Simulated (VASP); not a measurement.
```
CdI2
1.0
    2.16240    -3.74539     0.00000
    2.16240     3.74539     0.00000
    0.00000     0.00000     6.99720
Cd I
1 2
Direct
  0.00000   0.00000   0.00000
  0.33333   0.66667   0.24900
  0.66667   0.33333   0.75100
```

All values below come from PBE GGA, VASP's PBE PAW potentials (set 64) (plane waves; VASP). Numerical set-up: 800 eV cut-off, 5×5×3 Γ-centred mesh, Gaussian smearing of 0.050 eV, potentials Cd I.

Task: Estimate the energy per atom (σ→0).

Result: 
```yaml
energy per atom (σ→0): -1.840 eV/atom
```

The absolute energy has meaning only against runs of the same code, potentials and settings.

The compound is CdI2 in the 1T layered structure. The cell was not relaxed at this level. The run is one of a series of settings (ENCUT = 800 against the base run), some of them coarse on purpose.
